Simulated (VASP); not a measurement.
VASP runs on CdSe (zinc blende) share one base input (PBE GGA, plane waves, VASP's PBE PAW potentials (set 64)) and change the settings named in each case.

**KPOINTS**
```
kpoints
0
G
 7 7 7
```

File POSCAR:
```
CdSe
6.050
  0.0000000000   0.5000000000   0.5000000000
  0.5000000000   0.0000000000   0.5000000000
  0.5000000000   0.5000000000   0.0000000000
Cd Se
1 1
Cart
  0.0000000000   0.0000000000   0.0000000000
  0.2500000000   0.2500000000   0.2500000000
```

INCAR:
```
! general
SYSTEM  = CdSe
PREC    = Accurate
ENCUT   = 400   ! plane-wave cut-off (eV)
LREAL   = F   ! projection in real space or not
LASPH   = T

! electronic loop
EDIFF   = 1E-6   ! SCF stop (eV)
NELM    = 100
ALGO    = Normal   ! blocked Davidson
LMAXMIX = 4   ! l cut-off of mixed one-centre charges

! smearing
ISMEAR  = 0
SIGMA   = 0.05   ! width (eV)

! functional
GGA     = PE   ! PBE

! ions
ISIF    = 2

! output
LWAVE   = F
LCHARG  = F
```

POTCAR, in this order: Cd Se (PBE.64 set). Program: vasp_std.

| change | electronic steps |
|---|---|
| base run | 12 |
| AMIX = 0.1, BMIX = 3.0, IMIX = 4 | 14 |
| AMIX = 1.0, BMIX = 3.0, IMIX = 1 | 22 |
| AMIX = 1.0, BMIX = 0.0001, IMIX = 4 | 14 |
| AMIX = 1.0, BMIX = 1.0, IMIX = 4 | 13 |
| AMIX = 0.2, BMIX = 1.0, IMIX = 1 | 34 |

Left out are runs that ran out of time, are held back, or changed the cell or the kind of run, fixed moments of cells without a moment, rows past the twelfth, gaps on odd meshes, pressures of charged cells and columns that move by less than the noise.

The compound is CdSe in the zinc blende structure, whereas wurtzite is the usual form. The cell was not relaxed at this level.
